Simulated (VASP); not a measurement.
Input:

```xyz
2
Lattice="1.2262 -2.1238 0.0000 1.2262 2.1238 0.0000 0.0000 0.0000 3.9552" Properties=species:S:1:pos:R:3 pbc="T T T"
Co     1.2262     0.7079     0.9888
Co     1.2262    -0.7079     2.9664
```
Starting moments (μB, in the order of the record's atoms Co Co): 1.6 1.6.

Level of theory: AM05 GGA, VASP's PBE PAW potentials (set 64) (plane waves; VASP). Settings: 520 eV cut-off, Gaussian smearing of 0.050 eV, potentials Co.

Q: Give the spin-up energies of bands 1 to 12 at the high-symmetry points, in eV from the Fermi level.

A: 
| band | Γ | M | K | A | L | H |
|---|---|---|---|---|---|---|
| 1 | -9.29 | -5.01 | -4.52 | -6.96 | -5.24 | -4.00 |
| 2 | -5.39 | -4.96 | -4.11 | -6.96 | -5.24 | -4.00 |
| 3 | -2.65 | -4.69 | -4.11 | -3.00 | -3.90 | -3.89 |
| 4 | -2.63 | -2.81 | -3.82 | -3.00 | -3.90 | -3.89 |
| 5 | -2.63 | -2.65 | -2.92 | -2.71 | -1.77 | -3.04 |
| 6 | -2.29 | -2.55 | -2.92 | -2.71 | -1.77 | -3.04 |
| 7 | -2.29 | -2.19 | -1.91 | -2.71 | -1.01 | -1.87 |
| 8 | -1.91 | -0.58 | -0.83 | -2.71 | -1.01 | -1.87 |
| 9 | -1.91 | -0.45 | -0.83 | -1.04 | -0.48 | -0.66 |
| 10 | -0.71 | -0.41 | -0.68 | -1.04 | -0.48 | -0.66 |
| 11 | -0.71 | 1.43 | 4.65 | -1.04 | 1.63 | 5.95 |
| 12 | -0.17 | 3.57 | 5.60 | -1.04 | 1.63 | 5.95 |

Q: Give the spin-down energies of bands 1 to 12 at the high-symmetry points, in eV from the Fermi level.

A: 
```tsv
band	Γ	M	K	A	L	H
1	-9.19	-4.08	-3.27	-6.78	-4.24	-2.80
2	-4.44	-3.84	-3.04	-6.78	-4.24	-2.80
3	-1.07	-3.51	-3.04	-1.66	-2.56	-2.72
4	-1.07	-1.95	-2.85	-1.66	-2.56	-2.72
5	-1.07	-1.25	-1.50	-1.14	-0.11	-1.85
6	-0.67	-1.12	-1.50	-1.14	-0.11	-1.85
7	-0.67	-0.68	-0.36	-1.14	0.26	-0.23
8	-0.23	1.23	0.94	-1.14	0.26	-0.23
9	-0.23	1.38	0.94	0.73	1.34	1.12
10	-0.09	1.41	1.12	0.73	1.34	1.12
11	1.09	2.69	5.49	0.73	2.34	6.65
12	1.09	4.56	6.39	0.73	2.34	6.65
```

It has no gap at this level: it comes out as a metal or semimetal.

The compound is Co in the hcp structure. It was relaxed first, which changed the volume by -7 %.
